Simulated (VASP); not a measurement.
# Al (Fm-3m) in VASP: a series of runs, part 3 of 3

VASP 6.6.1.

**5. Optical spectrum, LDA**

Contents of INCAR:

```
SYSTEM = Al
ALGO = Normal
CSHIFT = 0.1
EDIFF = 1E-7
ENCUT = 520
ISIF = 2
ISMEAR = 1
LASPH = .TRUE.
LCHARG = .FALSE.
LOPTICS = .TRUE.
LREAL = .FALSE.
LWAVE = .FALSE.
NEDOS = 2000
NELM = 60
PREC = Accurate
SIGMA = 0.1
```

Contents of KPOINTS:

```
k-points
0
G
  26 26 26
  0 0 0
```

Contents of POSCAR:

```
Al                                      
1.0
    0.0000000000      2.0200000000      2.0200000000
    2.0200000000      0.0000000000      2.0200000000
    2.0200000000      2.0200000000      0.0000000000
  Al            
     1
Direct
     0.0000000000000000    0.0000000000000000    0.0000000000000000
```

Potentials or basis: VASP PAW LDA potentials, release 64 (Al).

On the command line:

```bash
cat potpaw_LDA.64/Al/POTCAR > POTCAR
mpirun -np 1 vasp_std > vasp.out
```

OUTCAR:

```text
SYSTEM = Al
   EDIFF = 1E-7
   ENCUT = 520
   ISIF = 2
   ISMEAR = 1
   LASPH = .TRUE.
   LREAL = .FALSE.
   NELM = 60
   PREC = Accurate

 ion  position               nearest neighbor table
   1  0.000  0.000  0.000-

  LATTYP: Found a face centered cubic cell.
 ALAT       =     4.0400000000

  Lattice vectors:

 A1 = (   0.0000000000,   2.0200000000,   2.0200000000)
 A2 = (   2.0200000000,   0.0000000000,   2.0200000000)
 A3 = (   2.0200000000,   2.0200000000,   0.0000000000)

Analysis of symmetry for initial positions (statically):
=====================================================================
 Subroutine PRICEL returns:
 Original cell was already a primitive cell.

 Routine SETGRP: Setting up the symmetry group for a
 face centered cubic supercell.

 Subroutine GETGRP returns: Found 48 space group operations
 (whereof 48 operations were pure point group operations)
 out of a pool of 48 trial point group operations.

The static configuration has the point symmetry O_h .

Analysis of symmetry for dynamics (positions and initial velocities):
[... 381 lines left out ...]
      0.00000      0.00000      0.00000        -0.000000      0.000000     -0.000000
 -----------------------------------------------------------------------------------
    total drift:                               -0.000000      0.000000      0.000000

  FREE ENERGIE OF THE ION-ELECTRON SYSTEM (eV)
  ---------------------------------------------------
  free  energy   TOTEN  =        -4.1860593286 eV

  energy  without entropy=       -4.1859684481  energy(sigma->0) =       -4.18602904

 electrical conductivity sigma (Mega S m-1) (frequency dependency in vasprun.xml)
  --------------------------------------------------------------------------------------
       0.346      -0.000       0.000
      -0.000       0.346      -0.000
       0.000      -0.000       0.346

  frequency dependent IMAGINARY DIELECTRIC FUNCTION (independent particle, no local field effects) density-density
     E(ev)      X         Y         Z        XY        YZ        ZX
  --------------------------------------------------------------------------------------------------------------
     0.00000     0.00000     0.00000     0.00000     0.00000     0.00000     0.00000
     0.31819    10.77406    10.77406    10.77406     0.00000    -0.00000     0.00000
     0.63639    26.43706    26.43706    26.43706     0.00000     0.00000    -0.00000
     0.95458    14.25255    14.25255    14.25255     0.00000     0.00000    -0.00000
     1.27277    29.11405    29.11405    29.11405     0.00000    -0.00000    -0.00000
     1.59096    25.00095    25.00095    25.00095     0.00000     0.00000    -0.00000
[... 92 lines left out ...]
    31.18290     0.00047     0.00047     0.00047     0.00000     0.00000    -0.00000
    31.50109     0.00046     0.00046     0.00046     0.00000     0.00000    -0.00000

  frequency dependent      REAL DIELECTRIC FUNCTION (independent particle, no local field effects) density-density
     E(ev)        X           Y           Z          XY          YZ          ZX
  --------------------------------------------------------------------------------------------------------------
     0.00000    38.14355    38.14355    38.14355     0.00000     0.00000    -0.00000
     0.31819    46.51561    46.51561    46.51561     0.00000     0.00000    -0.00000
     0.63639     9.12887     9.12887     9.12887    -0.00000     0.00000    -0.00000
     0.95458    22.32239    22.32239    22.32239     0.00000    -0.00000    -0.00000
     1.27277    31.72931    31.72931    31.72931    -0.00000     0.00000    -0.00000
     1.59096    -7.45115    -7.45115    -7.45115    -0.00000     0.00000    -0.00000
[... 92 lines left out ...]
    31.18290     0.92773     0.92773     0.92773    -0.00000    -0.00000     0.00000
    31.50109     0.92921     0.92921     0.92921    -0.00000    -0.00000     0.00000

  frequency dependent IMAGINARY DIELECTRIC FUNCTION (independent particle, no local field effects) current-current
     E(ev)      X         Y         Z        XY        YZ        ZX
  --------------------------------------------------------------------------------------------------------------
     0.00000   454.21414   454.21414   454.21414     0.00000    -0.00000     0.00000
     0.31819    38.41472    38.41472    38.41472     0.00000    -0.00000     0.00000
     0.63639    27.71193    27.71193    27.71193    -0.00000     0.00000    -0.00000
     0.95458    18.64224    18.64224    18.64224     0.00000     0.00000    -0.00000
     1.27277    33.98662    33.98662    33.98662    -0.00000    -0.00000     0.00000
     1.59096    23.78510    23.78510    23.78510    -0.00000    -0.00000     0.00000
[... 92 lines left out ...]
    31.18290     0.00001     0.00001     0.00001     0.00000     0.00000    -0.00000
    31.50109     0.00001     0.00001     0.00001     0.00000     0.00000    -0.00000

  frequency dependent      REAL DIELECTRIC FUNCTION (independent particle, no local field effects) current-current
     E(ev)        X           Y           Z          XY          YZ          ZX
  --------------------------------------------------------------------------------------------------------------
     0.00000    34.51341    34.51341    34.51341     0.00000    -0.00000     0.00000
     0.31819    40.03375    40.03375    40.03375     0.00000    -0.00000     0.00000
     0.63639     1.84379     1.84379     1.84379    -0.00000     0.00000    -0.00000
     0.95458    19.42357    19.42357    19.42357    -0.00000     0.00000    -0.00000
     1.27277    27.54905    27.54905    27.54905    -0.00000    -0.00000     0.00000
     1.59096   -10.20042   -10.20042   -10.20042     0.00000    -0.00000    -0.00000
[... 92 lines left out ...]
    31.18290     0.92811     0.92811     0.92811    -0.00000    -0.00000    -0.00000
    31.50109     0.92959     0.92959     0.92959    -0.00000    -0.00000    -0.00000
```

stdout:

```text
POSCAR found type information on POSCAR Al
 POSCAR found :  1 types and       1 ions
 scaLAPACK will be used
 LDA part: xc-table for (Slater(with rela. corr.)+CA(PZ))
 , standard interpolation
 POSCAR, INCAR and KPOINTS ok, starting setup
 FFT: planning ... GRIDC
 FFT: planning ... GRID_SOFT
 FFT: planning ... GRID
 WAVECAR not read
 entering main loop
 optical routines
 imaginary and real dielectric function
 recalculating local potential from charge density
 direction            1
 direction            2
 direction            3
```

Wall time 10 s (1 thread of Intel Xeon 6975P-C (Granite Rapids), shared host); peak memory 0.2 GiB.

Results:

| Quantity | Value |
| --- | --- |
| Free energy | -4.1861 eV |
| Pressure | -3.2 GPa |
| Band gap on the k mesh | none (metal or under the smearing width) |

Dielectric function (mean over the directions given):
```tsv
energy (eV)	real part	imaginary part
0.29	44.86	8.00
0.76	13.13	13.44
1.24	30.41	24.93
1.72	3.32	20.33
2.29	-15.91	7.86
2.77	-2.51	4.81
3.25	-8.53	3.02
3.72	-3.71	1.20
4.30	-4.41	2.65
4.77	-2.40	0.47
5.25	-0.83	0.85
5.82	-1.41	0.30
6.30	-0.66	0.25
6.78	-0.85	0.58
7.25	-0.45	0.14
7.83	-0.09	0.30
8.30	-0.13	0.11
8.78	0.10	0.10
9.35	0.12	0.16
9.83	0.24	0.05
10.31	0.34	0.09
10.79	0.34	0.08
11.36	0.46	0.05
11.84	0.48	0.09
12.31	0.51	0.03
12.89	0.58	0.05
13.36	0.57	0.04
13.84	0.63	0.02
14.32	0.65	0.04
14.89	0.66	0.02
15.37	0.70	0.02
15.85	0.70	0.02
16.42	0.73	0.01
16.90	0.75	0.02
17.37	0.75	0.01
17.85	0.77	0.01
18.42	0.78	0.01
18.90	0.80	0.00
19.38	0.81	0.01
19.95	0.82	0.00
```

Caveat: independent-particle spectra lack excitons; the intraband (Drude) part of a metal's response may be missing.

**6. Optical spectrum, PBEsol**

Changes to INCAR since step 5:

```diff
@@ -5,2 +5,3 @@
 ENCUT = 520
+GGA = PS
 ISIF = 2
```

KPOINTS is that of step 5.

POSCAR is that of step 5.

Potentials or basis: VASP PAW PBE potentials, release 64 (Al).

On the command line:

```bash
cat potpaw_PBE.64/Al/POTCAR > POTCAR
mpirun -np 1 vasp_std > vasp.out
```

OUTCAR:

```text
SYSTEM = Al
   EDIFF = 1E-7
   ENCUT = 520
   GGA = PS
   ISIF = 2
   ISMEAR = 1
   LASPH = .TRUE.
   LREAL = .FALSE.
   NELM = 60
   PREC = Accurate

 ion  position               nearest neighbor table
   1  0.000  0.000  0.000-

  LATTYP: Found a face centered cubic cell.
 ALAT       =     4.0400000000

  Lattice vectors:

 A1 = (   0.0000000000,   2.0200000000,   2.0200000000)
 A2 = (   2.0200000000,   0.0000000000,   2.0200000000)
 A3 = (   2.0200000000,   2.0200000000,   0.0000000000)

Analysis of symmetry for initial positions (statically):
[... 415 lines left out ...]
     0.31954     9.16190     9.16190     9.16190    -0.00000    -0.00000    -0.00000
     0.63909    39.79195    39.79195    39.79195    -0.00000     0.00000    -0.00000
     0.95863    16.19826    16.19826    16.19826     0.00000     0.00000    -0.00000
     1.27818    23.82132    23.82132    23.82132    -0.00000    -0.00000    -0.00000
     1.59772    28.41020    28.41020    28.41020     0.00000    -0.00000     0.00000
[... 92 lines left out ...]
    31.31531     0.00049     0.00049     0.00049    -0.00000    -0.00000    -0.00000
    31.63485     0.00048     0.00048     0.00048    -0.00000    -0.00000    -0.00000

  frequency dependent      REAL DIELECTRIC FUNCTION (independent particle, no local field effects) density-density
     E(ev)        X           Y           Z          XY          YZ          ZX
  --------------------------------------------------------------------------------------------------------------
     0.00000    40.28484    40.28484    40.28484    -0.00000    -0.00000    -0.00000
     0.31954    48.75100    48.75100    48.75100    -0.00000    -0.00000    -0.00000
     0.63909    10.98688    10.98688    10.98688     0.00000     0.00000     0.00000
     0.95863    20.99928    20.99928    20.99928     0.00000    -0.00000     0.00000
     1.27818    26.93774    26.93774    26.93774     0.00000    -0.00000     0.00000
     1.59772    -9.83363    -9.83363    -9.83363    -0.00000     0.00000     0.00000
[... 92 lines left out ...]
    31.31531     0.92408     0.92408     0.92408     0.00000     0.00000     0.00000
    31.63485     0.92564     0.92564     0.92564     0.00000     0.00000     0.00000

  frequency dependent IMAGINARY DIELECTRIC FUNCTION (independent particle, no local field effects) current-current
     E(ev)      X         Y         Z        XY        YZ        ZX
  --------------------------------------------------------------------------------------------------------------
     0.00000   480.10448   480.10448   480.10448    -0.00000    -0.00000     0.00000
     0.31954    37.84476    37.84476    37.84476    -0.00000    -0.00000     0.00000
     0.63909    40.93481    40.93481    40.93481    -0.00000    -0.00000     0.00000
     0.95863    20.38283    20.38283    20.38283     0.00000     0.00000    -0.00000
     1.27818    27.78077    27.78077    27.78077     0.00000    -0.00000    -0.00000
     1.59772    26.72435    26.72435    26.72435    -0.00000     0.00000    -0.00000
[... 92 lines left out ...]
    31.31531     0.00001     0.00001     0.00001     0.00000     0.00000    -0.00000
    31.63485     0.00001     0.00001     0.00001     0.00000     0.00000    -0.00000

  frequency dependent      REAL DIELECTRIC FUNCTION (independent particle, no local field effects) current-current
     E(ev)        X           Y           Z          XY          YZ          ZX
  --------------------------------------------------------------------------------------------------------------
     0.00000    36.74404    36.74404    36.74404    -0.00000    -0.00000     0.00000
     0.31954    43.08682    43.08682    43.08682    -0.00000    -0.00000     0.00000
     0.63909    -1.04252    -1.04252    -1.04252     0.00000     0.00000    -0.00000
     0.95863    17.82735    17.82735    17.82735     0.00000     0.00000    -0.00000
     1.27818    23.66065    23.66065    23.66065     0.00000     0.00000    -0.00000
     1.59772   -12.93495   -12.93495   -12.93495     0.00000     0.00000     0.00000
[... 92 lines left out ...]
    31.31531     0.92449     0.92449     0.92449     0.00000     0.00000    -0.00000
    31.63485     0.92603     0.92603     0.92603     0.00000     0.00000    -0.00000
```

stdout:

```text
POSCAR found type information on POSCAR Al
 POSCAR found :  1 types and       1 ions
 scaLAPACK will be used
 -----------------------------------------------------------------------------
|                                                                             |
|                                                                             |
|     You enforced a specific xc type in the INCAR file but a different       |
|     I HOPE YOU KNOW WHAT YOU ARE DOING!                                     |
|                                                                             |
 -----------------------------------------------------------------------------

 LDA part: xc-table for (Slater+PW92), standard interpolation
 POSCAR, INCAR and KPOINTS ok, starting setup
 FFT: planning ... GRIDC
 FFT: planning ... GRID_SOFT
 FFT: planning ... GRID
 WAVECAR not read
 entering main loop
 optical routines
 imaginary and real dielectric function
 recalculating local potential from charge density
 direction            1
 direction            2
 direction            3
```

It took 11 s on 1 thread of Intel Xeon 6975P-C (Granite Rapids), shared host; peak memory 0.21 GiB.

What came out:

```yaml
Free_energy: -4.0921 eV
Pressure: -1.4 GPa
Band_gap_on_the_k_mesh: none (metal or under the smearing width)
```

Dielectric function (mean over the directions given):
```tsv
energy (eV)	real part	imaginary part
0.29	46.89	6.98
0.96	21.00	16.20
1.63	-7.60	24.11
2.30	-15.91	9.07
2.97	-4.77	10.80
3.64	-4.66	1.38
4.31	-4.37	2.83
4.98	-1.97	0.46
5.66	-2.03	0.70
6.33	-0.77	0.28
7.00	-0.81	0.26
7.67	-0.19	0.17
8.34	-0.18	0.12
9.01	0.10	0.14
9.68	0.14	0.09
10.45	0.32	0.10
11.12	0.37	0.04
11.79	0.47	0.08
12.46	0.50	0.03
13.13	0.56	0.06
13.80	0.60	0.02
14.48	0.63	0.04
15.15	0.66	0.01
15.82	0.68	0.03
16.49	0.72	0.01
17.16	0.73	0.02
17.83	0.76	0.01
18.50	0.77	0.01
19.17	0.79	0.01
19.94	0.81	0.01
```

Caveat: independent-particle spectra lack excitons; the intraband (Drude) part of a metal's response may be missing; the PAW data sets were made with another functional, which shifts forces and pressure a little.

**7. Density of states, PBE**

POSCAR is that of step 6.

Contents of INCAR.step1:

```
SYSTEM = Al
PREC = Accurate
ENCUT = 520
EDIFF = 1E-6
ISMEAR = 1
SIGMA = 0.1
LREAL = .FALSE.
LASPH = .TRUE.
NELM = 60
ALGO = Normal
ISIF = 2
LWAVE = .FALSE.
LCHARG = .TRUE.
GGA = PE
NBANDS = 8
```

Contents of KPOINTS.step1:

```
regular mesh
0
G
  26 26 26
  0 0 0
```

Contents of INCAR.step2:

```
SYSTEM = Al
PREC = Accurate
ENCUT = 520
EDIFF = 1E-6
ISMEAR = -5
SIGMA = 0.1
LREAL = .FALSE.
LASPH = .TRUE.
NELM = 60
ALGO = Normal
ISIF = 2
LWAVE = .FALSE.
LCHARG = .FALSE.
GGA = PE
LORBIT = 11
NBANDS = 8
NEDOS = 2001
ICHARG = 11
```

Contents of KPOINTS.step2:

```
regular mesh
0
G
  39 39 39
  0 0 0
```

On the command line:

```bash
cat potpaw_PBE.64/Al/POTCAR > POTCAR
cp INCAR.step1 INCAR
cp KPOINTS.step1 KPOINTS
mpirun -np 1 vasp_std > vasp.out
cp INCAR.step2 INCAR
cp KPOINTS.step2 KPOINTS
mpirun -np 1 vasp_std > vasp.out
```

Run time: 51 s. Hardware: 1 thread of Intel Xeon 6975P-C (Granite Rapids), shared host; peak memory 0.28 GiB.

The run converged. Its results:

```yaml
Valence_electrons_inside_the_program's_atomic_spheres: Al 0.77
```

Levels at points of the mesh, in eV from the Fermi level:
| k point | band 1 | band 2 | band 3 | band 4 | band 5 |
| --- | --- | --- | --- | --- | --- |
| (0.00, 0.00, 0.00) | -11.16 | 12.61 | 12.61 | 12.61 | 14.11 |

States per cell in windows of 1 eV (zero at the Fermi level; states under -8 eV left out):
| from (eV) | total | Al1_p | Al1_s | Al1_d |
| --- | --- | --- | --- | --- |
| -8.0 | 0.23 | 0.02 | 0.05 | 0.00 |
| -7.0 | 0.26 | 0.02 | 0.05 | 0.00 |
| -6.0 | 0.29 | 0.03 | 0.05 | 0.00 |
| -5.0 | 0.32 | 0.04 | 0.04 | 0.00 |
| -4.0 | 0.35 | 0.05 | 0.04 | 0.00 |
| -3.0 | 0.38 | 0.06 | 0.04 | 0.00 |
| -2.0 | 0.36 | 0.05 | 0.03 | 0.00 |
| -1.0 | 0.39 | 0.06 | 0.04 | 0.00 |
| 0.0 | 0.41 | 0.06 | 0.04 | 0.00 |
| 1.0 | 0.43 | 0.06 | 0.04 | 0.00 |
| 2.0 | 0.46 | 0.07 | 0.05 | 0.00 |
| 3.0 | 0.48 | 0.08 | 0.05 | 0.00 |
| 4.0 | 0.51 | 0.09 | 0.04 | 0.00 |
| 5.0 | 0.57 | 0.12 | 0.04 | 0.00 |
| 6.0 | 0.55 | 0.12 | 0.03 | 0.00 |
| 7.0 | 0.53 | 0.11 | 0.02 | 0.00 |

Caveat: tetrahedron occupations give inexact forces and stress in metals.

**8. Summary**

| task | level | potentials or basis | k mesh | k mesh for the DOS | occupations for the DOS | gap on the mesh (eV) | pressure (GPa) |
| --- | --- | --- | --- | --- | --- | --- | --- |
| optical spectrum | PBE | VASP PAW PBE potentials, release 64 (Al) | 16 × 16 × 16 | - | - | none | 0.0 |
| optical spectrum | PBE | VASP PAW PBE potentials, release 64 (Al) | 26 × 26 × 26 | - | - | none | 0.0 |
| optical spectrum | PBE | VASP PAW PBE potentials, release 64 (Al) | 36 × 36 × 36 | - | - | none | 0.0 |
| optical spectrum | LDA | VASP PAW LDA potentials, release 64 (Al) | 26 × 26 × 26 | - | - | none | -3.2 |
| optical spectrum | PBEsol | VASP PAW PBE potentials, release 64 (Al) | 26 × 26 × 26 | - | - | none | -1.4 |
| density of states | PBE | VASP PAW PBE potentials, release 64 (Al) | 26 × 26 × 26 | 39 × 39 × 39 | tetrahedron | - | - |

Alike in all rows: no spin polarisation; cell as given; cutoff (eV) 520; smearing methfessel-paxton 0.1 eV.

Caveats: independent-particle spectra lack excitons (some runs); the intraband (Drude) part of a metal's response may be missing (some runs); the PAW data sets were made with another functional, which shifts forces and pressure a little (some runs); tetrahedron occupations give inexact forces and stress in metals (some runs).

Absolute energies hang on the potentials; compare differences alone.
